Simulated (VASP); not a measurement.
Data:

```xyz
4
Lattice="2.0751 -3.5941 0.0000 2.0751 3.5941 0.0000 0.0000 0.0000 5.4641" Properties=species:S:1:pos:R:3 pbc="T T T"
Ni     0.0000     0.0000     2.7321
Ni     0.0000     0.0000     0.0000
Sb     2.0751     1.1980     1.3660
Sb     2.0751    -1.1980     4.0981
```

All values below come from vdW-DF2, VASP's PBE PAW potentials (set 64) (plane waves; VASP 6.6.1). Run with 520 eV cut-off, 9×9×6 Γ-centred mesh, first-order Methfessel-Paxton smearing of 0.10 eV, potentials Ni Sb.

**Question.** Give the stress tensor in GPa (positive for a compressed cell).

**Answer.** 
```
-2.19   0.00   0.00
 0.00  -2.19   0.00
 0.00   0.00  -2.16
```
The pressure is its mean diagonal, -2.18 GPa.

The compound is NiSb in the NiAs type structure. This cell is one point of a volume scan, at 1.03 of the reference volume. The run is not spin-polarised, so no magnetic state was tried.
